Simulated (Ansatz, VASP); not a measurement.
# Cross-check of Ta2P (Ta2P (Pnnm)) between VASP and Ansatz

One calculation is typed for both programs; each brings its own data sets. How far apart do they land? Of the first pair: The structure shown is the start of the Ansatz relaxation below; VASP solves that cell, so the two are compared at the walk's first step.

Main program and level: Ansatz 0.2.0; plane waves, with VASP 6.6.1 beside it; PBEsol.

## (1) Starting point

Symmetry: Pnnm, No. 58, orthorhombic system. The conventional cell has a = 11.578 Å, b = 14.446 Å, c = 3.408 Å, α = 90.00°, β = 90.00°, γ = 90.00°. Ta has 3 P at 2.56 to 2.73 Å nearest. Ta has 5 P at 2.49 to 2.55 Å nearest. Nearest to Ta lie 4 P at 2.49 to 2.73 Å. Nearest to Ta lie 3 P at 2.49 to 2.63 Å. Nearest to Ta lie 5 P at 2.55 to 3.03 Å and 4 Ta at 2.94 to 2.98 Å. Nearest to Ta lie 4 P at 2.55 to 2.59 Å. Farther neighbours are not listed.

## (2) Ansatz: relaxation, PBEsol

Ansatz runs on its default PAW (the set named soft_2) files.

The two programs are compared at the cell with which this relaxation starts, whose forces are those of its first step.

input.yaml reads:

```yaml
crystal:
  lattice:
    - [11.5784883, 0.0, 0.0]
    - [0.0, 14.445801, 0.0]
    - [0.0, 0.0, 3.4084177]
  atoms:
    - { symbol: Ta, position: [0.47042663, 0.39017358, 0.0] }
    - { symbol: Ta, position: [0.52957337, 0.60982642, 0.0] }
    - { symbol: Ta, position: [0.97042663, 0.10982642, 0.5] }
    - { symbol: Ta, position: [0.02957337, 0.89017358, 0.5] }
    - { symbol: Ta, position: [0.80452632, 0.20520332, 0.0] }
    - { symbol: Ta, position: [0.19547368, 0.79479668, 0.0] }
    - { symbol: Ta, position: [0.30452632, 0.29479668, 0.5] }
    - { symbol: Ta, position: [0.69547368, 0.70520332, 0.5] }
    - { symbol: Ta, position: [0.87851798, 0.42253196, 0.0] }
    - { symbol: Ta, position: [0.12148202, 0.57746804, 0.0] }
    - { symbol: Ta, position: [0.37851798, 0.07746804, 0.5] }
    - { symbol: Ta, position: [0.62148202, 0.92253196, 0.5] }
    - { symbol: Ta, position: [0.91198128, 0.57985452, 0.5] }
    - { symbol: Ta, position: [0.08801872, 0.42014548, 0.5] }
    - { symbol: Ta, position: [0.41198128, 0.92014548, 0.0] }
    - { symbol: Ta, position: [0.58801872, 0.07985452, 0.0] }
    - { symbol: Ta, position: [0.42097903, 0.75472101, 0.5] }
    - { symbol: Ta, position: [0.57902097, 0.24527899, 0.5] }
    - { symbol: Ta, position: [0.92097903, 0.74527899, 0.0] }
    - { symbol: Ta, position: [0.07902097, 0.25472101, 0.0] }
    - { symbol: Ta, position: [0.34896355, 0.52299428, 0.5] }
    - { symbol: Ta, position: [0.65103645, 0.47700572, 0.5] }
    - { symbol: Ta, position: [0.84896355, 0.97700572, 0.0] }
    - { symbol: Ta, position: [0.15103645, 0.02299428, 0.0] }
    - { symbol: P, position: [0.81510653, 0.84827768, 0.5] }
    - { symbol: P, position: [0.18489347, 0.15172232, 0.5] }
    - { symbol: P, position: [0.31510653, 0.65172232, 0.0] }
    - { symbol: P, position: [0.68489347, 0.34827768, 0.0] }
    - { symbol: P, position: [0.2547927, 0.9165317, 0.5] }
    - { symbol: P, position: [0.7452073, 0.0834683, 0.5] }
    - { symbol: P, position: [0.7547927, 0.5834683, 0.0] }
    - { symbol: P, position: [0.2452073, 0.4165317, 0.0] }
    - { symbol: P, position: [0.07661348, 0.70500024, 0.5] }
    - { symbol: P, position: [0.92338652, 0.29499976, 0.5] }
    - { symbol: P, position: [0.57661348, 0.79499976, 0.0] }
    - { symbol: P, position: [0.42338652, 0.20500024, 0.0] }
basis:
  ecutwfc: 420
  xc_grid: 2
hamiltonian:
  xc: pbesol
kpoints:
  mp_grid: { grid: [4, 3, 11] }
scf:
  occupations: { method: fermi_dirac, width: 0.05 }
  max_iter: 150
output:
  forces: true
  stress: true
relax:
  f_tol: 0.01
  max_steps: 60
  cell: {}
checkpoint:
  write: "../pbesol.run"
  compress: false
  write_wavefunctions: false
  write_every: 100000
```

On the command line:

```console
$ ansatz run input.yaml --threads 4 --pin off --max-ram 6594MiB --backend cpu --events-out ev --progress --plain --runs-dir out
```

Numbers of over 12 decimals in the logs are rounded to 6 here.

The log of the run:

```text
Engine: ansatz 0.2.0, x86_64-unknown-linux-gnu
Pseudopotentials: kind: paw
Pseudopotential: Ta, paw, valence charge 13, recommended cutoff 420 eV (normal), Ta.paw.azcp
Pseudopotential: P, paw, valence charge 5, recommended cutoff 420 eV (normal), P.paw.azcp
Functional definition: PBEsol
  exchange = pbesol_x
  correlation = pbesol_c
Crystal: 36 atoms, lattice volume = 570.094 Å³
Basis set: ecut = 420 eV, 11145 PW (Γ), exchange–correlation on 160×200×48 points (8 copies of the dense FFT grid, shifted against one another)
Bands: 224, of which v1, the nominal top of the filled ones, is band 186 counted from 1 (185 counted from 0)
Symmetry: 8 space group operations
Space group: Pnnm (ITA 58), of the structure as read, at distance tolerance 8.3e-5 Å
k-points: 36 of 132
Non-local potential: Ta, projectors of the file, l = 0: 3, l = 1: 2, l = 2: 2, l = 3: 1
Non-local potential: P, projectors of the file, l = 0: 2, l = 1: 2, l = 2: 2
PAW form: soft (Blöchl's): semilocal exchange-correlation on the pseudo side does not see the compensation charge
PAW frozen core: Ta, regenerated for the run's functional, and the local potential with it (the file was generated under x = pbe(κ = 0.804, μ = 0.219515), c = pbe(β = 0.066725))
PAW frozen core: P, regenerated for the run's functional, and the local potential with it (the file was generated under x = pbe(κ = 0.804, μ = 0.219515), c = pbe(β = 0.066725))
PAW one-centre angular grid: Ta, 590 points (default); XC on 64 Gauss nodes
PAW one-centre angular grid: P, 110 points (default); XC on 64 Gauss nodes
Initial density: superposition of atomic densities (neutral atoms: chi_scale 0, normalization atom), corrected by the library's trained network
Initial wavefunctions: pseudopotential atomic-orbital guess
Functional: x = pbesol(κ = 0.804, μ = 0.123457), c = pbesol(β = 0.046)
SCF iter   1: F=—  HF=-244266.046509 eV  |F-HF|=—  |Δ(HF+E_count)|=         —  Δρ=5.32e-3  dr2=2.88e-1  ethr=1.77e-3  ⟨swp⟩=6.5  Hψ=33373  notcnv=0  defer=92
preconditioner: auto → Kerker (q_TF=auto, 2.541 Å⁻¹)  [metal: Δε(μ)=0.001 eV  Ē_g=6.367 eV  σ=0.050 eV  W_gap=0.01  n_scr=172 (ndim 8)  ℏωp=20.9 eV  f_vac=0.000  D(μ)=14.58/eV (n_scr^D=92)]
SCF iter   2: F=—  HF=-244266.005520 eV  |F-HF|=—  |Δ(HF+E_count)|=   4.10e-2  Δρ=2.83e-3  dr2=6.70e-2  ethr=7.75e-5  ⟨swp⟩=1.9  Hψ=9679  notcnv=0  defer=350
SCF iter   3: F=—  HF=-244265.995178 eV  |F-HF|=—  |Δ(HF+E_count)|=   1.03e-2  Δρ=8.30e-4  dr2=7.30e-3  ethr=1.80e-5  ⟨swp⟩=2.0  Hψ=10388  notcnv=0  defer=350
SCF iter   4: F=—  HF=-244265.993804 eV  |F-HF|=—  |Δ(HF+E_count)|=   1.37e-3  Δρ=1.89e-4  dr2=6.51e-4  ethr=1.96e-6  ⟨swp⟩=2.0  Hψ=10290  notcnv=0  defer=350
SCF iter   5: F=—  HF=-244265.993704 eV  |F-HF|=—  |Δ(HF+E_count)|=   1.00e-4  Δρ=7.61e-5  dr2=4.98e-5  ethr=1.75e-7  ⟨swp⟩=2.0  Hψ=9734  notcnv=0  defer=350
SCF iter   6: F=—  HF=-244265.993360 eV  |F-HF|=—  |Δ(HF+E_count)|=   3.44e-4  Δρ=1.80e-5  dr2=4.18e-6  ethr=1.34e-8  ⟨swp⟩=2.0  Hψ=10812  notcnv=0  defer=350
SCF iter   7: F=—  HF=-244265.993359 eV  |F-HF|=—  |Δ(HF+E_count)|=   6.11e-7  Δρ=6.37e-6  dr2=6.28e-7  ethr=1.12e-9  ⟨swp⟩=2.0  Hψ=10592  notcnv=0  defer=355
SCF iter   8: F=-244265.993359 eV  HF=-244265.993359 eV  |F-HF|=3.85e-8  |Δ(HF+E_count)|=   8.71e-8  Δρ=1.91e-6  dr2=5.16e-8  ethr=2.69e-11  ⟨swp⟩=4.2  Hψ=24701  notcnv=0
SCF 1 converged in 8 iterations: F = -244265.993359 eV  dr2 = 5.16e-8
  greatest PAW one-centre occupation: 1.000 electrons in one spin orbital (limit 2), on the Ta atom at site 7 (counted from 0), in its partial waves of l = 0
relax step   1: F+E_penalty+E_count = -244265.99335888 eV  Δ(F+E_penalty+E_count) = +0.000e0 eV  max|allowed force component| = 5.056e-2 eV/Å  Δτ_max = 0.0000 Å  P = -4.058 GPa  Ω = 570.094 Å³  (8 SCF iters, dr2 threshold 1.00e-7 eV, accepted)
[...]
relax step   5: F+E_penalty+E_count = -244266.13414080 eV  Δ(F+E_penalty+E_count) = -1.351e-3 eV  max|allowed force component| = 7.025e-3 eV/Å  Δτ_max = 0.0044 Å  P = +0.001 GPa  Ω = 559.948 Å³  energy of the carried Pulay correction = +3.521e-3 eV  (6 SCF iters, dr2 threshold 1.75e-7 eV, accepted)
[...]
relax step   6: F+E_penalty+E_count = -244266.13082020 eV  Δ(F+E_penalty+E_count) = +3.321e-3 eV  max|allowed force component| = 7.068e-3 eV/Å  Δτ_max = 0.0000 Å  P = -0.007 GPa  Ω = 559.948 Å³  stress off target by 2.20e-2 GPa  SCF on the basis re-selected at this cell (its energy is not comparable with the rows above)  (5 SCF iters)
basis re-selected at this cell: Δ(F+E_penalty+E_count) = +3.321e-3 eV, ΔP = -0.008 GPa vs the last step (what re-selecting the basis moved, of the pressure what is left beyond the Pulay correction that the steps carried, after the strain that the cell walked since its last selection, with what the two solves' SCF thresholds leave and, on support functions, any second-order correction that the steps lacked; it is no m [...]
SCF converged after 5 iterations
Free energy (F): -244266.130820 eV
Harris-Foulkes:  -244266.130820 eV  (|F-HF|=5.82e-11)
Internal energy: -244266.009350 eV  (E = F + TS)
E sigma→0 (E₀):  -244266.070085 eV
Entropy (-TS):   -0.121470 eV (-3.374 meV/atom)
Fermi energy:    18.610991 eV
--- Per-component energies (eV) ---
  E_band       = -2156.837677
  E_kinetic    = 9729.780706
  E_local      = -14528.221835  (includes V_loc(G=0)·N_el)
  E_nonlocal   = 820.662225
  E_hartree    = 5188.123815
  E_xc         = -5988.913528
  E_vxc        = -5683.933369  (∫ρ·V_xc dr)
  E_paw        = -205199.956178  (= ΣΔE_a)
  E_vpaw       = -2871.376320  (= ΣTr[D̂ρ^β])
  E_aug_tail   = 0.003407  (compensation charges beyond the density's cutoff)
  E_ewald      = -34293.168631
  E_core_change = 5.680668  (= ΣΔE_core)
  E_smearing   = -0.121470  (= −TS)
  E_closure    = 0.000000  (closes the sum)
  Σ components = -244266.130820   (vs F -244266.130820, Δ=0.00e0)
--- Forces (eV/Å), atoms counted from 1 ---
  atom   1  Ta     0.00382224     0.00198233     0.00000000
  atom   2  Ta    -0.00382224    -0.00198233     0.00000000
  atom   3  Ta     0.00382224    -0.00198233     0.00000000
  atom   4  Ta    -0.00382224     0.00198233    -0.00000000
  atom   5  Ta    -0.00263094     0.00084327     0.00000000
  atom   6  Ta     0.00263094    -0.00084327     0.00000000
  atom   7  Ta    -0.00263094    -0.00084327     0.00000000
  atom   8  Ta     0.00263094     0.00084327     0.00000000
  atom   9  Ta    -0.00271494     0.00386141     0.00000000
  atom  10  Ta     0.00271494    -0.00386141     0.00000000
  atom  11  Ta    -0.00271494    -0.00386141     0.00000000
  atom  12  Ta     0.00271494     0.00386141     0.00000000
  atom  13  Ta    -0.00128246    -0.00706778     0.00000000
  atom  14  Ta     0.00128246     0.00706778     0.00000000
  atom  15  Ta    -0.00128246     0.00706778     0.00000000
  atom  16  Ta     0.00128246    -0.00706778     0.00000000
  atom  17  Ta     0.00296907    -0.00071016     0.00000000
  atom  18  Ta    -0.00296907     0.00071016     0.00000000
  atom  19  Ta     0.00296907     0.00071016     0.00000000
  atom  20  Ta    -0.00296907    -0.00071016     0.00000000
  atom  21  Ta    -0.00225975     0.00035156     0.00000000
  atom  22  Ta     0.00225975    -0.00035156     0.00000000
  atom  23  Ta    -0.00225975    -0.00035156     0.00000000
  atom  24  Ta     0.00225975     0.00035156     0.00000000
[...]
atom  29  P     -0.00390397     0.00277502     0.00000000
  atom  30  P      0.00390397    -0.00277502     0.00000000
  atom  31  P     -0.00390397    -0.00277502     0.00000000
  atom  32  P      0.00390397     0.00277502     0.00000000
  atom  33  P     -0.00076053    -0.00183794     0.00000000
  atom  34  P      0.00076053     0.00183794     0.00000000
  atom  35  P     -0.00076053     0.00183794     0.00000000
  atom  36  P      0.00076053    -0.00183794     0.00000000
  max |Σ_I F_I| component: 2.60e-18 eV/Å
--- Stress (GPa, compression-positive) ---
        0.004247      -0.000000      -0.000000
       -0.000000      -0.002031      -0.000000
       -0.000000      -0.000000      -0.022042
  P = ⅓ Tr σ = -0.0066 GPa (-0.066 kbar)
--- Relaxed structure (5 steps of the walk, 4 accepted, 1 SCFs on fresh bases) ---
  F+E_penalty+E_count = -244266.13082020 eV   max|allowed force component| = 7.068e-3 eV/Å   (the final SCF, on the basis selected at the relaxed cell)
  cell:  # Å, volume = 559.9483 Å³
    - [11.508891, 0, 0]
    - [0, 14.386269, 0]
    - [0, 0, 3.381943]
  atoms:
    - { symbol: Ta, position: [0.470008, 0.390517, 0.0] }
    - { symbol: Ta, position: [0.529992, 0.609483, 0.0] }
    - { symbol: Ta, position: [0.970008, 0.109483, 0.5] }
    - { symbol: Ta, position: [0.029992, 0.890517, 0.5] }
    - { symbol: Ta, position: [0.803601, 0.204791, 0] }
    - { symbol: Ta, position: [0.196399, 0.795209, 0] }
    - { symbol: Ta, position: [0.303601, 0.295209, 0.5] }
    - { symbol: Ta, position: [0.696399, 0.704791, 0.5] }
    - { symbol: Ta, position: [0.877681, 0.422143, 0] }
    - { symbol: Ta, position: [0.122319, 0.577857, 0] }
    - { symbol: Ta, position: [0.377681, 0.077857, 0.5] }
    - { symbol: Ta, position: [0.622319, 0.922143, 0.5] }
    - { symbol: Ta, position: [0.913311, 0.579869, 0.5] }
    - { symbol: Ta, position: [0.086689, 0.420131, 0.5] }
    - { symbol: Ta, position: [0.413311, 0.920131, 0] }
    - { symbol: Ta, position: [0.586689, 0.079869, 0] }
    - { symbol: Ta, position: [0.421495, 0.754975, 0.5] }
    - { symbol: Ta, position: [0.578505, 0.245025, 0.5] }
    - { symbol: Ta, position: [0.921495, 0.745025, 0.0] }
    - { symbol: Ta, position: [0.078505, 0.254975, 0.0] }
    - { symbol: Ta, position: [0.348167, 0.522890, 0.5] }
    - { symbol: Ta, position: [0.651833, 0.477110, 0.5] }
    - { symbol: Ta, position: [0.848167, 0.977110, 0.0] }
    - { symbol: Ta, position: [0.151833, 0.022890, 0.0] }
    - { symbol: P, position: [0.815693, 0.847961, 0.5] }
    - { symbol: P, position: [0.184307, 0.152039, 0.5] }
    - { symbol: P, position: [0.315693, 0.652039, 0] }
    - { symbol: P, position: [0.684307, 0.347961, 0.0] }
    - { symbol: P, position: [0.255881, 0.916937, 0.5] }
    - { symbol: P, position: [0.744119, 0.083063, 0.5] }
    - { symbol: P, position: [0.755881, 0.583063, 0] }
    - { symbol: P, position: [0.244119, 0.416937, 0] }
    - { symbol: P, position: [0.077946, 0.705260, 0.5] }
    - { symbol: P, position: [0.922054, 0.294740, 0.5] }
    - { symbol: P, position: [0.577946, 0.794740, 0] }
    - { symbol: P, position: [0.422054, 0.205260, 0.0] }
```

Reading the cycles: dr2 is the Hartree energy of the density residual (eV), the measure of convergence; HF is the Harris–Foulkes estimate of the energy, which meets the free energy F at convergence.

## (3) VASP: single point, PBEsol, start cell, pair 1

The same cell, functional, mesh and smearing now go to VASP, with its own data sets.

Lines of VASP's logs that name or quote its potential files are left out, and so is its time.

INCAR reads:

```
SYSTEM = Ta2P
PREC = Accurate
ENCUT = 400
EDIFF = 1E-06
NELM = 120
ISMEAR = -1
SIGMA = 0.05
LREAL = Auto
ALGO = Normal
GGA = PS
NBANDS = 188
LASPH = .TRUE.
LORBIT = 11
LWAVE = .FALSE.
LCHARG = .FALSE.
ISIF = 2
GGA_COMPAT = .FALSE.
KPAR = 4
```

POSCAR reads:

```
Ta2P
1.0
   11.5784880000      0.0000000000      0.0000000000
    0.0000000000     14.4458010000      0.0000000000
    0.0000000000      0.0000000000      3.4084180000
Ta P
24 12
Direct
    0.4704266222      0.3901735702      0.0000000000
    0.5295733778      0.6098264298      0.0000000000
    0.9704266222      0.1098264298      0.5000000000
    0.0295733778      0.8901735702      0.5000000000
    0.8045263121      0.2052033148      0.0000000000
    0.1954736879      0.7947966852      0.0000000000
    0.3045263121      0.2947966852      0.5000000000
    0.6954736879      0.7052033148      0.5000000000
    0.8785179896      0.4225319697      0.0000000000
    0.1214820104      0.5774680303      0.0000000000
    0.3785179896      0.0774680303      0.5000000000
    0.6214820104      0.9225319697      0.5000000000
    0.9119812751      0.5798545370      0.5000000000
    0.0880187249      0.4201454630      0.5000000000
    0.4119812751      0.9201454630      0.0000000000
    0.5880187249      0.0798545370      0.0000000000
    0.4209790389      0.7547210258      0.5000000000
    0.5790209611      0.2452789742      0.5000000000
    0.9209790389      0.7452789742      0.0000000000
    0.0790209611      0.2547210258      0.0000000000
    0.3489635478      0.5229942770      0.5000000000
    0.6510364522      0.4770057230      0.5000000000
    0.8489635478      0.9770057230      0.0000000000
    0.1510364522      0.0229942770      0.0000000000
    0.8151065148      0.8482776933      0.5000000000
    0.1848934852      0.1517223067      0.5000000000
    0.3151065148      0.6517223067      0.0000000000
    0.6848934852      0.3482776933      0.0000000000
    0.2547926810      0.9165317140      0.5000000000
    0.7452073190      0.0834682860      0.5000000000
    0.7547926810      0.5834682860      0.0000000000
    0.2452073190      0.4165317140      0.0000000000
    0.0766134576      0.7050002454      0.5000000000
    0.9233865424      0.2949997546      0.5000000000
    0.5766134576      0.7949997546      0.0000000000
    0.4233865424      0.2050002454      0.0000000000
```

KPOINTS reads:

```
Automatic mesh
0
Gamma
4 3 11
0 0 0
```

The projector-augmented-wave data sets are Ta_pv and P (PBE family, release 64).

On the command line:

```console
$ mpirun -np 4 vasp_std
```

The log of the run:

```text
[banner, memory and clock lines left out]
running    4 mpi-ranks, on    1 nodes
[...]
|                                                                             |
|               ----> ADVICE to this user running VASP <----                  |
|                                                                             |
|     You enforced a specific xc type in the INCAR file but a different       |
|     [... a line on the potential file left out ...]
|     I HOPE YOU KNOW WHAT YOU ARE DOING!                                     |
|                                                                             |

 LDA part: xc-table for (Slater+PW92), standard interpolation
 POSCAR, INCAR and KPOINTS ok, starting setup
[...]
entering main loop
       N       E                     dE             d eps       ncg     rms          rms(c)
DAV:   1     0.296422008630E+04    0.29642E+04   -0.14927E+05 13768   0.145E+03
DAV:   2    -0.199558960638E+03   -0.31638E+04   -0.30773E+04 14804   0.461E+02
DAV:   3    -0.409445743540E+03   -0.20989E+03   -0.20359E+03 17180   0.101E+02
DAV:   4    -0.417104933197E+03   -0.76592E+01   -0.74499E+01 16064   0.167E+01
[...]
DAV:  15    -0.399532802912E+03    0.50980E-05   -0.66057E-05 16488   0.254E-02    0.159E-02
DAV:  16    -0.399532800899E+03    0.20130E-05   -0.16913E-05 16112   0.171E-02    0.515E-03
DAV:  17    -0.399532800826E+03    0.73513E-07   -0.29513E-06 11584   0.609E-03
   1 F= -.39953280E+03 E0= -.39947192E+03  d E =-.121767E+00
```

Parts of OUTCAR (step 3):

```text
  Total      -13.3468123    -12.4759094    -14.3660420      0.0000000      0.0000000      0.0000000
  in kB      -37.5095459    -35.0619824    -40.3739634      0.0000000      0.0000000      0.0000000
  external PRESSURE =     -37.6484972 kB  Pullay stress =       0.0000000 kB

 POSITION                                       TOTAL-FORCE (eV/Angst)
 -----------------------------------------------------------------------------------
      5.44683      5.63637      0.00000         0.010529      0.040052      0.000000
      6.13166      8.80943      0.00000        -0.010529     -0.040052      0.000000
     11.23607      1.58653      1.70421         0.010529     -0.040052      0.000000
      0.34241     12.85927      1.70421        -0.010529      0.040052      0.000000
      9.31520      2.96433      0.00000        -0.004482     -0.026014      0.000000
      2.26329     11.48147      0.00000         0.004482      0.026014      0.000000
      3.52595      4.25857      1.70421        -0.004482      0.026014     -0.000000
      8.05253     10.18723      1.70421         0.004482     -0.026014      0.000000
     10.17191      6.10381      0.00000        -0.014193     -0.020002      0.000000
      1.40658      8.34199      0.00000         0.014193      0.020002     -0.000000
      4.38267      1.11909      1.70421        -0.014193      0.020002      0.000000
      7.19582     13.32671      1.70421         0.014193     -0.020002     -0.000000
     10.55936      8.37646      1.70421         0.058651      0.003123     -0.000000
      1.01912      6.06934      1.70421        -0.058651     -0.003123      0.000000
[...]
-----------------------------------------------------------------------------------
    total drift:                               -0.000000      0.000000     -0.000000

  FREE ENERGIE OF THE ION-ELECTRON SYSTEM (eV)
  ---------------------------------------------------
  free  energy   TOTEN  =      -399.5328008257 eV

  energy  without entropy=     -399.4110336410  energy(sigma->0) =     -399.47191723

[... 2 further parts left out ...]
[key lines of the parts left out:]
E-fermi :   7.8631
```

The run ends at a pressure of -3.76 GPa, with forces up to 0.059 eV/Å.

[end of part 1 of 2]

[Lines on the potential files, build, host, timing and source positions are cut from VASP's logs without a mark.]

[Logs are printed without paths, hosts, clocks, repeated set-up lines and the standing remarks that a program may print on its own settings, such as how far it seeks lower states.]

[Hosts, paths, dates, database ids (printed as entryN), source tags and the programs' standing remarks are cut or masked in the printed files.]
